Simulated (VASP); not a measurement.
**KCl: energy against volume**

KCl (rock salt, Fm-3m, 30.535 Å³/atom and stress up to 0.03 GPa in the relaxed cell, cube axes along x, y and z) under an equal strain ε along all three axes. PBEsol in VASP (plane waves, PAW), 480 eV, 8×8×8 Γ-centred mesh, Gaussian smearing 0.05 eV; ions are relaxed, or left where forces stay under 0.02 eV/Å, within the symmetry of each cell.

Here V stands for volume and E for E less E0.

| volume (Å³/atom) | E less E0 (meV/atom) | pressure (GPa) |
|---|---|---|
| 28.7395 | 7.15 | 1.27 |
| 29.1816 | 3.99 | 0.91 |
| 29.6282 | 1.78 | 0.57 |
| 30.0794 | 0.48 | 0.25 |
| 30.5352 | 0.00 | -0.03 |
| 30.9955 | 0.33 | -0.30 |
| 31.4604 | 1.40 | -0.54 |
| 31.9300 | 3.18 | -0.77 |
| 32.4042 | 5.61 | -0.98 |
| 33.3666 | ? | ? |

### Question
Fit E against V with the third-order Birch-Murnaghan form, a cubic in V^(-2/3), and predict the withheld value at V = 33.3666.

### Answer
With u = V^(-2/3) - 0.1024, the rows have u = 0.0041812, 0.0031020, 0.0020391, 0.0009921, -0.0000394, -0.0010553, -0.0020562, -0.0030425, -0.0040142. Least squares gives E = 0.007 + 91.3·u + 378442·u² + 1973911·u³. Residuals (row less fit): 0.001, -0.001, -0.003, 0.008, -0.004, 0.000, -0.002, 0.003, -0.001; standard error 0.005 (degrees of freedom: 5). Its minimum lies at u = -0.0001207, so V0 = (0.1022793)^(-3/2) = 30.57. There d²E/du² = 755500 and d³E/du³ = 1.184e7, so B0 = (4/9) × 30.57^(-7/3) × 755500 × 0.160218 = 18.4 GPa (the last factor turns the table's units into GPa), and B0' = 4 + (2/3) × 0.1022793 × (1.184e7)/755500 = 5.1. B0' rests on the cubic coefficient alone and has a standard error of 0.1 from these residuals. At the withheld row, u = -0.0059152, so E = 0.007 + 91.3 × (-0.0059152) + 378442 × (-0.0059152)² + 1973911 × (-0.0059152)³ = 12.300 meV/atom. The calculation gives 12.32 meV/atom, 0.020 meV/atom above the prediction (0.2 % of the range of E in the table). The row lies outside the fitted rows, so this is an extrapolation. The scatter of the fitted rows lies at the last printed digit.

Other structures, which can take over under pressure, weren't tried. The same form fitted to the pressure column gives B0' = 5.0; series where the two differ by over 0.4 aren't shown. Rows are the converged runs of the series near zero and its far end, less any whose ions stayed unrelaxed beside relaxed ones; series whose fitted rows scatter by over a few per cent of the range, as at a crossing or softening among them, aren't shown in this form.
